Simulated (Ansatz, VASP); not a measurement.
# MgBe2SeS2 in VASP and in Ansatz

Contents of INCAR:

```
SYSTEM = MgBe2SeS2
PREC = Accurate
ENCUT = 520
EDIFF = 1E-6
ISMEAR = 0
SIGMA = 0.1
LREAL = .False.
LASPH = .True.
NELM = 60
ALGO = Normal
ISIF = 2
LWAVE = .False.
LCHARG = .True.
GGA = PE
LELF = .True.
LVHAR = .True.
NBANDS = 21
```

Contents of KPOINTS:

```
regular mesh
0
Gamma
  4 4 4
  0 0 0
```

File POSCAR:

```
MgBe2SeS2
1.0
    4.1025209300      0.0000000000      0.0000000000
    0.0000000000      4.1025209300      0.0000000000
    0.0000000000      0.0000000000      6.8470218400
Mg Be Se S
1 2 1 2
Direct
    0.0000000000      0.0000000000      0.0000000000
    0.5000000000      0.0000000000      0.3182089900
    0.0000000000      0.5000000000      0.6817910100
    0.5000000000      0.5000000000      0.0000000000
    0.5000000000      0.0000000000      0.8291289800
    0.0000000000      0.5000000000      0.1708710200
```

Input for Ansatz:

```yaml
crystal:
  lattice:
    - [4.10252093, 0.0, 0.0]
    - [0.0, 4.10252093, 0.0]
    - [0.0, 0.0, 6.84702184]
  atoms:
    - { symbol: Mg, position: [0.0, 0.0, 0.0] }
    - { symbol: Be, position: [0.5, 0.0, 0.31820899] }
    - { symbol: Be, position: [0.0, 0.5, 0.68179101] }
    - { symbol: Se, position: [0.5, 0.5, 0.0] }
    - { symbol: S, position: [0.5, 0.0, 0.82912898] }
    - { symbol: S, position: [0.0, 0.5, 0.17087102] }
basis:
  ecutwfc: 420
kpoints:
  mp_grid: { grid: [4, 4, 4] }
hamiltonian:
  xc: pbe
scf:
  occupations: { method: gaussian, width: 0.1 }
  lower_state_search: "off"
output:
  forces: true
  stress: true
  eigenvalues: true
```

Change from the starting cell: species swapped into the Nd2FeSi2Ru type (P-4m2, No. 115).

Alike in both runs: task single point; functional PBE; k mesh 4 × 4 × 4; occupations gaussian, width 0.1 eV; no spin polarisation.

```csv
,VASP,Ansatz
version,VASP 6.6.1,Ansatz 0.2.0
potentials or method,"VASP PAW PBE potentials, release 64 (Mg, Be, Se, S)","scalar-relativistic, plane waves, PAW"
plane-wave cutoff (eV),520,420
valence electrons in the cell,24,42
```

Ansatz gave:

```
gap on the k mesh at the Fermi level (eV)       : none
pressure (GPa)                                  : 12.3
largest component of the traceless stress (GPa) : 5.70
rms of the force components (eV/Å)              : 0.877
```

What did VASP give for the same quantities?

gap on the k mesh at the Fermi level (eV): none; pressure (GPa): 12.3; largest component of the traceless stress (GPa): 5.71; rms of the force components (eV/Å): 0.874.

Atom by atom the forces differ by 0.003 eV/Å (rms over components). A gap of «none» marks a metal or a gap that the smearing closes. With one functional, cell and mesh, what is left measures potentials, basis and numerics. The two sets of potentials don't hold the same shells in valence.

Caveats: the k mesh is coarse (spacing up to 0.38 Å⁻¹), so the values aren't converged; forces of over 1 eV/Å show positions far from the minimum, so gaps and moduli don't describe the material at rest.
